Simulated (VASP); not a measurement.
Consider the following.

```
HfC
1.0
    0.00000     2.31714     2.31714
    2.31714     0.00000     2.31714
    2.31714     2.31714     0.00000
Hf C
1 1
Cartesian
 -0.04851   0.02696  -0.03421
  2.36565   2.29018   2.35135
```

Method: PBEsol GGA, VASP's PBE PAW potentials (set 64) (plane waves; VASP). Numerical set-up: 400 eV cut-off, 12×12×12 Γ-centred mesh, Gaussian smearing of 0.20 eV, potentials Hf_pv C.

At this cut-off the stress carries a Pulay error, which pulls relaxed volumes low. Energy and stress use the plane-wave basis of the starting cell.

Task: The ions, cell shape and volume are relaxed. What does this cell relax into?

Result: 
```
HfC
1.0
   -0.00013     2.30083     2.30069
    2.29932     0.00095     2.29962
    2.30052     2.30097    -0.00028
Hf C
1 1
Direct
  0.99997   0.00008   0.00000
  0.50003   0.49992   0.50000
```
Space group Fm-3m (225), at a tolerance of 0.03 Å.

Task: How do energy and volume change from the first to the last step?

Result: The energy (σ→0) changes by -36.9 meV/atom and the volume by -2.2 %, in 9 ionic steps.

The structure comes from a computed database's HfC entry; how it stands against other phases isn't given here. In the starting cell atoms are displaced from their ideal sites. This run relaxes it. The run is one of a series of settings (EDIFFG = -0.01, IBRION = 2, ISIF = 3, NSW = 50 against the base run), some of them coarse on purpose.
